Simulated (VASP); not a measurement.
Here is the system:

```
CsPbCl3
1.0
    5.73080     0.00000     0.00000
    0.00000     5.73080     0.00000
    0.00000     0.00000     5.73080
Cs Pb Cl
1 1 3
Direct
  0.00000   0.00000   0.00000
  0.50000   0.50000   0.50000
  0.50000   0.00000   0.50000
  0.00000   0.50000   0.50000
  0.50000   0.50000   0.00000
```

Level of theory: PBE GGA, VASP's PBE PAW potentials (set 64) (plane waves; VASP). Numerical set-up: 500 eV cut-off, 4×4×4 Γ-centred mesh, Gaussian smearing of 0.050 eV, potentials Cs_sv Pb_d Cl.

Energy and stress use the plane-wave basis of the starting cell.

**Question.** The ions, cell shape and volume at an external pressure of 5.0 GPa are relaxed. What does this cell relax into?

**Answer.** 
```
CsPbCl3
1.0
    5.44415     0.00000     0.00000
    0.00000     5.44415     0.00000
    0.00000     0.00000     5.44415
Cs Pb Cl
1 1 3
Direct
  0.00000   0.00000   0.00000
  0.50000   0.50000   0.50000
  0.50000   0.00000   0.50000
  0.00000   0.50000   0.50000
  0.50000   0.50000   0.00000
```
Space group Pm-3m (221), at a tolerance of 0.03 Å.

**Question.** How do energy and volume change from the first to the last step?

**Answer.** The energy (σ→0) changes by +73.9 meV/atom and the volume by -14.3 %, in 3 ionic steps.

```tsv
step	E(σ→0) (eV)	max force (eV/Å)	pressure (GPa)	volume (Å³)
1	-17.5490	0.000	0.06	188.21
2	-17.0769	0.000	5.87	158.34
3	-17.1793	0.000	5.01	161.36
```

The compound is CsPbCl3 in the cubic perovskite structure, the ideal cubic form; the compound distorts at low or room temperature. This run relaxes it under an external pressure of 5 GPa. Symmetry was kept, so distortions that lower it aren't found.
